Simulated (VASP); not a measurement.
The system is SiF.

```
Si F
1.0
     3.02860    0.00000    0.00000
     0.00000    3.02860    0.00000
     0.00000    0.00000    3.02860
Si F
1 1
Direct
  0.50000 0.50000 0.50000
  0.00000 0.00000 0.00000
```

The cell was built by a generator and needn't be a form met in nature.

```yaml
Program: VASP 6.6.1
Task: relaxation of cell and atoms
Functional: RPBE
Potentials_or_basis: VASP PAW PBE potentials, release 64 (Si, F)
Cutoff: 600 eV
k_mesh: 9 × 9 × 9
Occupations: fermi-dirac, width 0.05 eV
Spin: no spin polarisation
```

At the start: pressure 2.2 GPa; volume 13.89 Å³/atom.

Problem. How do energy, volume and symmetry change on relaxing?

Solution. Over 3 steps the energy falls by 3.1 meV/atom and the volume is 14.34 Å³/atom (+3.3 %); space group Pm-3m (No. 221, to 0.05 Å).

Step by step:
| step | energy change (eV) | largest force (eV/Å) | pressure (GPa) | volume (Å³) |
| --- | --- | --- | --- | --- |
| 1 | 0.0000 | 0.0000 | 2.24 | 27.78 |
| 2 | -0.0061 | 0.0000 | 0.28 | 28.57 |
| 3 | -0.0062 | 0.0000 | -0.01 | 28.69 |

Final structure:
```
Si F
1.0
     3.06124    0.00000    0.00000
     0.00000    3.06124    0.00000
     0.00000    0.00000    3.06124
Si F
1 1
Direct
  0.50000 0.50000 0.50000
  0.00000 0.00000 0.00000
```

Caveat: the PAW data sets were made with another functional, which shifts forces and pressure a little; an odd number of electrons without spin polarisation forces a metal; a magnetic or distorted state may lie lower.
